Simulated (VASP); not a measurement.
HfC (rock salt) is relaxed at rising pressure, each step from the one before. Symmetry mostly holds the structure type, and other phases were not tried. The mesh follows the cell, and a change of mesh leaves a small step in the series.

Consider the following.

```
CELL_PARAMETERS angstrom
      0.00000     2.32365     2.32365
      2.32365     0.00000     2.32365
      2.32365     2.32365     0.00000
ATOMIC_POSITIONS crystal
  Hf 0.00000 0.00000 0.00000
  C  0.50000 0.50000 0.50000
```

These are PBE GGA, VASP's PBE PAW potentials (set 64) (plane waves; VASP 6.6.1) values and carry that method's errors. Run with 620 eV cut-off, 14×14×14 Γ-centred mesh, first-order Methfessel-Paxton smearing of 0.10 eV, potentials Hf_pv C.

Unless said otherwise, spin-orbit coupling is left out, though it shifts the bands of the heavy elements here.

```
P (GPa)  V (Å³/atom)  H − H(0) (eV/atom)  space group  gap on the mesh (eV)    k-mesh
-------  -----------  ------------------  -----------  --------------------  --------
0              12.55               0.000        Fm-3m                  0.00  14×14×14
5              12.29               0.388        Fm-3m                  0.00  14×14×14
10                 ?                   ?        Fm-3m                  0.00  14×14×14
20             11.67               1.508        Fm-3m                  0.00  14×14×14
30                 ?                   ?        Fm-3m                  0.00  14×14×14
45             10.89               3.265        Fm-3m                  0.00  14×14×14
```

### Question
Fill in the missing entries.

### Answer

- 30, V (Å³/atom): 11.32
- 30, H − H(0) (eV/atom): 2.226
- 10, V (Å³/atom): 12.07
- 10, H − H(0) (eV/atom): 0.768

Pressures at which the relaxation failed are left out.

The compound is HfC in the rock salt structure.
